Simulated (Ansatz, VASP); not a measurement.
# KTaO3 in two plane-wave programs, part 3 of 3

Aim: how closely do two programs agree when they are given the same cell, functional and k mesh? The cell is taken from a series of runs on this material, whose earlier steps may have relaxed, scaled, displaced or heated it; both programs get it as it stands.

VASP 6.6.1 and Ansatz 0.2.0.

So far: The starting structure; VASP: zone-centre phonons, LDA.

## (3) Ansatz: zone-centre phonons, LDA

Level of this step: Ansatz beside VASP: Kohn-Sham DFT, plane waves, LDA (Ansatz).

Ansatz runs on its PAW soft_1 files.

The same cell, functional (in two slightly different forms) and mesh now go to Ansatz, which takes its cutoff from its data sets.

input.yaml reads:

```yaml
crystal:
  lattice:
    - [3.9775250913, 0.0, 0.0]
    - [0.0, 3.9775250913, 0.0]
    - [0.0, 0.0, 3.9775250913]
  atoms:
    - { symbol: O, position: [0.5, 0.0, 0.0] }
    - { symbol: O, position: [0.0, 0.5, 0.0] }
    - { symbol: O, position: [0.0, 0.0, 0.5] }
    - { symbol: K, position: [0.5, 0.5, 0.5] }
    - { symbol: Ta, position: [0.0, 0.0, 0.0] }
kpoints:
  mp_grid: { grid: [8, 8, 8] }
hamiltonian:
  xc: lda
  pseudopotentials: { kind: paw, azcp: { folder: soft_1 }, xc_functional: pbe }
scf:
  occupations: { method: fixed }
output:
  eigenvalues: true
phonons:
  method: dfpt
  dielectric: true
  rigid_motions: translations
```

Started as:

```sh
$ ansatz run input.yaml --threads 8 --pin off --max-ram 16384MiB --backend cpu --events-out ev --progress --plain --runs-dir out
```

Numbers of over 12 decimals in the logs are rounded to 6 here.

Output:

```text
Engine: ansatz 0.2.0, aarch64-unknown-linux-gnu
Pseudopotentials: kind: paw
Pseudopotential: O, paw, valence charge 6, recommended cutoff 420 eV (normal), soft_1/O.paw.azcp
Pseudopotential: K, paw, valence charge 9, recommended cutoff 420 eV (normal), soft_1/K.paw.azcp
Pseudopotential: Ta, paw, valence charge 13, recommended cutoff 420 eV (normal), soft_1/Ta.paw.azcp
Functional definition: SPW92
  exchange = slater_x
  correlation = pw_c
Crystal: 5 atoms, lattice volume = 62.927 Å³
Basis set: ecut = 420 eV, 1237 PW (Γ), exchange–correlation on 54×54×54 points (8 copies of the dense FFT grid, shifted against one another)
Bands: 25, of which v1, the nominal top of the filled ones, is band 20 counted from 1 (19 counted from 0)
Symmetry: 48 space group operations
k-points: 170 of 512 (irreducible under 2 space group operations, time reversal used)
Non-local potential: O, projectors of the file, l = 0: 2, l = 1: 2, l = 2: 1
Non-local potential: K, projectors of the file, l = 0: 3, l = 1: 2, l = 2: 2
Non-local potential: Ta, projectors of the file, l = 0: 3, l = 1: 2, l = 2: 2, l = 3: 1
PAW form: soft (Blöchl's): semilocal exchange-correlation on the pseudo side does not see the compensation charge
PAW frozen core: O, regenerated for the run's functional, and the local potential with it (the file was generated under x = pbe(κ = 0.804, μ = 0.219515), c = pbe(β = 0.066725))
PAW frozen core: K, regenerated for the run's functional, and the local potential with it (the file was generated under x = pbe(κ = 0.804, μ = 0.219515), c = pbe(β = 0.066725))
PAW frozen core: Ta, regenerated for the run's functional, and the local potential with it (the file was generated under x = pbe(κ = 0.804, μ = 0.219515), c = pbe(β = 0.066725))
PAW one-centre angular grid: O, 110 points (default); XC on 64 Gauss nodes
PAW one-centre angular grid: K, 110 points (default); XC on 64 Gauss nodes
PAW one-centre angular grid: Ta, 590 points (default); XC on 64 Gauss nodes
Initial density: superposition of atomic densities (chi_scale 0.1, normalization cell, long waves kept (reshape's long-wave potential 0.00 eV rms))
Initial wavefunctions: pseudopotential atomic-orbital guess
Functional: x = slater, c = lda
SCF iter   1: F=—  HF=-12852.328855 eV  |F-HF|=—  |Δ(HF+E_count)|=         —  Δρ=5.47e-2  dr2=1.66e0  ethr=3.10e-3  ⟨swp⟩=4.3  Hψ=18066  notcnv=0  defer=456
preconditioner: auto → Resta (q_TF=auto, 2.530 Å⁻¹)  ε∞=4.5  [insulator: Δε(μ)=2.438 eV  Ē_g=13.640 eV  n_scr=18 (ndim 8)  ℏωp=25.6 eV  f_vac=0.000  ε∞_Penn≈4.5]
SCF iter   2: F=—  HF=-12851.940296 eV  |F-HF|=—  |Δ(HF+E_count)|=   3.89e-1  Δρ=2.78e-2  dr2=4.49e-1  ethr=3.10e-3  ⟨swp⟩=2.0  Hψ=7025  notcnv=0  defer=450
SCF iter   3: F=—  HF=-12851.810683 eV  |F-HF|=—  |Δ(HF+E_count)|=   1.30e-1  Δρ=5.09e-3  dr2=1.57e-2  ethr=1.12e-3  ⟨swp⟩=2.0  Hψ=7231  notcnv=0  defer=427
SCF iter   4: F=—  HF=-12851.808274 eV  |F-HF|=—  |Δ(HF+E_count)|=   2.41e-3  Δρ=3.84e-3  dr2=8.08e-3  ethr=3.94e-5  ⟨swp⟩=2.2  Hψ=7050  notcnv=0  defer=492
SCF iter   5: F=—  HF=-12851.806482 eV  |F-HF|=—  |Δ(HF+E_count)|=   1.79e-3  Δρ=8.50e-4  dr2=2.96e-4  ethr=2.02e-5  ⟨swp⟩=2.0  Hψ=6885  notcnv=0  defer=490
SCF iter   6: F=—  HF=-12851.806457 eV  |F-HF|=—  |Δ(HF+E_count)|=   2.52e-5  Δρ=9.16e-5  dr2=4.40e-6  ethr=7.40e-7  ⟨swp⟩=2.7  Hψ=7327  notcnv=0  defer=357
SCF iter   7: F=—  HF=-12851.806457 eV  |F-HF|=—  |Δ(HF+E_count)|=   4.73e-8  Δρ=1.50e-5  dr2=9.95e-8  ethr=1.10e-8  ⟨swp⟩=2.1  Hψ=5790  notcnv=0  defer=285
SCF iter   8: F=—  HF=-12851.806457 eV  |F-HF|=—  |Δ(HF+E_count)|=   5.29e-7  Δρ=1.56e-6  dr2=1.57e-9  ethr=2.49e-10  ⟨swp⟩=2.4  Hψ=6791  notcnv=0  defer=223
SCF iter   9: F=-12851.806457 eV  HF=-12851.806457 eV  |F-HF|=1.82e-12  |Δ(HF+E_count)|=  2.42e-10  Δρ=2.18e-7  dr2=2.17e-11  ethr=1.00e-12  ⟨swp⟩=13.3  Hψ=27272  notcnv=0
SCF 1 converged in 9 iterations: F = -12851.806457 eV  dr2 = 2.17e-11
  greatest PAW one-centre occupation: 0.999 electrons in one spin orbital (limit 2), on the Ta atom at site 4 (counted from 0), in its partial waves of l = 0
DFPT response loops at Γ: preconditioner auto → none (the input reference at scf.mixing.eps_inf says where Resta's filter doesn't serve); β = 0.50; Broyden in place of MSR1
── the response to a field inside a basis, on 8×8×8 k-points: an SCF that follows is theirs, and a resumed run solves both again ──
Bands: 21, of which v1, the nominal top of the filled ones, is band 20 counted from 1 (19 counted from 0)
k-points: 20 of 512
Initial density: handed on by an earlier stage of this run
Initial wavefunctions: pseudopotential atomic-orbital guess (no wavefunctions were taken with the density)
Eigensolver: Dense (20 Hₖ)
SCF iter   1: F=—  HF=-12851.806129 eV  |F-HF|=—  |Δ(HF+E_count)|=         —  Δρ=4.52e-4  dr2=2.27e-5  ethr=1.00e-1
preconditioner: auto → Resta (q_TF=auto, 2.530 Å⁻¹)  ε∞=6.5  [insulator: Δε(μ)=2.376 eV  Ē_g=10.901 eV  n_scr=18 (ndim 8)  ℏωp=25.6 eV  f_vac=0.011  ε∞_Penn≈6.5]
SCF iter   2: F=—  HF=-12851.806122 eV  |F-HF|=—  |Δ(HF+E_count)|=   6.77e-6  Δρ=1.97e-4  dr2=6.96e-6  ethr=5.67e-8
SCF iter   3: F=—  HF=-12851.806121 eV  |F-HF|=—  |Δ(HF+E_count)|=   1.46e-6  Δρ=8.68e-5  dr2=8.13e-7  ethr=1.74e-8
SCF iter   4: F=-12851.806120 eV  HF=-12851.806120 eV  |F-HF|=1.57e-8  |Δ(HF+E_count)|=   2.18e-7  Δρ=5.11e-6  dr2=2.30e-8  ethr=2.03e-9
SCF 1 converged in 4 iterations: F = -12851.806120 eV  dr2 = 2.30e-8
DFPT response loops at Γ: mixed as the last ones told, above
SCF converged after 9 iterations
Free energy (F): -12851.806457 eV
Harris-Foulkes:  -12851.806457 eV  (|F-HF|=1.82e-12)
Internal energy: -12851.806457 eV  (E = F + TS)
E sigma→0 (E₀):  -12851.806457 eV
Fermi energy:    8.448732 eV
--- Per-component energies (eV) ---
  E_band       = -261.744328
  E_kinetic    = 1146.017003
  E_local      = -2210.094391  (includes V_loc(G=0)·N_el)
  E_nonlocal   = 174.749437
  E_hartree    = 784.269296
  E_xc         = -662.196044
  E_vxc        = -668.737981  (∫ρ·V_xc dr)
  E_paw        = -9256.381351  (= ΣΔE_a)
  E_vpaw       = -272.219581  (= ΣTr[D̂ρ^β])
  E_aug_tail   = 0.002569  (compensation charges beyond the density's cutoff)
  E_ewald      = -2828.980238
  E_core_change = 0.807262  (= ΣΔE_core)
  E_smearing   = -0.000000  (= −TS)
  E_closure    = -0.000000  (closes the sum)
  Σ components = -12851.806457   (vs F -12851.806457, Δ=0.00e0)
--- Band table (eV; the first three rows and the last of 170) ---
  k-point 0: bands = [... 16 lower, 7.3600, 7.8226, 7.8226, 7.8226, 10.5455, 10.5455, 10.5455, 14.8899, ... 1 higher]
  k-point 1: bands = [... 16 lower, 7.2819, 7.3670, 7.7386, 7.7386, 10.5691, 11.0461, 11.0461, 15.1681, ... 1 higher]
  k-point 2: bands = [... 16 lower, 6.7407, 7.1031, 7.6582, 7.6582, 10.6275, 12.0836, 12.0836, 15.3945, ... 1 higher]
  k-point 169: bands = [... 16 lower, 4.4902, 8.4487, 8.4487, 8.4487, 14.9556, 14.9556, 14.9556, 17.2039, ... 1 higher]
--- Phonons (Γ-DFPT): 4 representative perturbations + reference, on 170 of 512 k-points (Σ response iterations 12) ---
  k mesh reduced under 2 symmetry operations, with k and −k counted as one. Each operation leaves every solved perturbation unchanged. A smaller set is not considered because the run solves the response to a homogeneous field
  ASR residual: 1.735e-4 → 0.000e0 eV/Å²; symmetrization residual: 2.830e-6 eV/Å²
  ASR residual per site (eV/Å²): 3.27e-5 3.27e-5 3.27e-5 8.52e-7 1.74e-4
  Γ frequencies (cm⁻¹): 0.00 0.00 0.00 62.61 62.61 62.61 173.13 173.13 173.13 254.19 254.19 254.19 527.66 527.66 527.66
  ε∞ (high-frequency dielectric tensor):
        5.473400     0.000000     0.000000
        0.000000     5.473400     0.000000
        0.000000     0.000000     5.473400
  ε⁰ (static dielectric tensor: ions relaxed, cell fixed):
      457.256479     0.000000     0.000000
        0.000000   457.256479    -0.000000
        0.000000    -0.000000   457.256479
  ε⁰ − ε∞ (ionic part):
      451.783079     0.000000     0.000000
        0.000000   451.783079    -0.000000
        0.000000    -0.000000   451.783079
  softest optical mode at Γ: 62.61 cm⁻¹; the repairs (sum rule, projections) moved no ω² at Γ by more than (1.13 cm⁻¹)²
  Born effective charges Z* (e; rows j = field, columns β = displacement):
    site 0:
        -6.52534   -0.00000   -0.00000
        -0.00000   -1.67819    0.00000
        -0.00000    0.00000   -1.67819
    site 1:
        -1.67819    0.00000    0.00000
         0.00000   -6.52534    0.00000
         0.00000   -0.00000   -1.67819
    site 2:
        -1.67819    0.00000    0.00000
        -0.00000   -1.67819    0.00000
         0.00000    0.00000   -6.52534
    site 3:
         1.14917   -0.00000    0.00000
         0.00000    1.14917    0.00000
         0.00000    0.00000    1.14917
    site 4:
         8.73255    0.00000    0.00000
        -0.00000    8.73255    0.00000
        -0.00000    0.00000    8.73255
  Z* charge neutrality: 2.481e-3 e pre-enforcement
  solved inside a basis spanned on kpoints, on 8×8×8 k-points, its susceptibility summed on 12×12×12: ε∞ is read to err by 1.5e-2, Z* by 3.9e-2 e (field_mesh: kpoints solves on kpoints); Z* is corrected for what the basis lacks
  optical modes at Γ without the LO–TO term, one row a degenerate level:
      ω (cm⁻¹)  modes    IR ((D/Å)²/amu)
[...]
optical modes at Γ + LO–TO along q̂ = [1.0000, 0.0000, 0.0000]:
      ω (cm⁻¹)  modes    IR ((D/Å)²/amu)
[...]
optical modes at Γ + LO–TO along q̂ = [0.0000, 1.0000, 0.0000]:
      ω (cm⁻¹)  modes    IR ((D/Å)²/amu)
[...]
788.70      1            73.6487
  optical modes at Γ + LO–TO along q̂ = [0.0000, 0.0000, 1.0000]:
      ω (cm⁻¹)  modes    IR ((D/Å)²/amu)
         62.61      2           102.7255
        166.73      1             0.0272
        173.13      2             8.2270
        254.19      3             0.0000
        397.54      1             6.3495
        527.66      2            49.0982
        788.70      1            73.6487
```

Reading the cycles: dr2 is the Hartree energy of the density residual (eV), the measure of convergence; HF is the Harris–Foulkes estimate of the energy, which meets the free energy F at convergence.

## (4) Side by side

Known differences besides the potentials themselves: the two LDA forms differ slightly; fixed occupations in Ansatz, narrow Gaussian smearing in VASP; VASP's response is taken on the typed mesh, Ansatz refines its own for the field response alone; the data sets hold 40 valence electrons in Ansatz (on its PAW soft_1 files) and 38 in VASP; the cutoff is 420 eV in Ansatz and 600 eV in VASP; VASP's log shows a relativistic correction to its local exchange, Ansatz's none. Total energies have different zeros and are not compared.

The two programs side by side:

```csv
quantity,Ansatz,VASP,difference
ε∞ xx,5.47,5.57,-1.66 %
ε∞ yy,5.47,5.57,-1.66 %
ε∞ zz,5.47,5.57,-1.66 %
Born charge of O1 (mean of the diagonal) (e),-3.29,-3.32,+0.03
Born charge of K4 (mean of the diagonal) (e),1.15,1.15,0.00
Born charge of Ta5 (mean of the diagonal) (e),8.73,8.81,-0.08
optical mode 1 to 3 (cm⁻¹),62.6,89.3,-29.89 %
optical mode 4 to 6 (cm⁻¹),173.1,177.3,-2.35 %
optical mode 7 to 9 (cm⁻¹),254.2,252.2,+0.78 %
optical mode 10 to 12 (cm⁻¹),527.7,537.6,-1.86 %
```

Modes are paired by rising frequency, not by their patterns, so a pair may set unlike modes beside each other; they are those without the splitting of longitudinal modes.

## (5) Results

```yaml
r_m_s_difference_of_the_optical_zone_centre_modes_each_program_s_sorted_by_frequency_zone_centre_phonons_lda: 14 cm⁻¹
difference_in_optical_mode_1_to_3_zone_centre_phonons_lda: -29.9 %
```

The r.m.s. difference of the optical zone-centre modes, each program's sorted by frequency is 14 cm⁻¹ (zone-centre phonons, LDA). The data sets hold unlike numbers of valence electrons (40 in Ansatz and 38 in VASP), so part of the differences comes from the potentials. Among the rows given in per cent, the largest difference of the zone-centre phonons, LDA pair is in optical mode 1 to 3, -29.9 %. What causes the difference of the zone-centre phonons, LDA pair stays open here. Such differences can come from data sets, numerical settings and the points named under the comparisons, not from the functional's error against experiment.

[Lines on the potential files, build, host, timing and source positions are cut from VASP's logs without a mark.]

[Logs are printed without paths, hosts, clocks, repeated set-up lines and the standing remarks that a program may print on its own settings, such as how far it seeks lower states.]

[Hosts, paths, dates, database ids (printed as entryN), source tags and the programs' standing remarks are cut or masked in the printed files.]
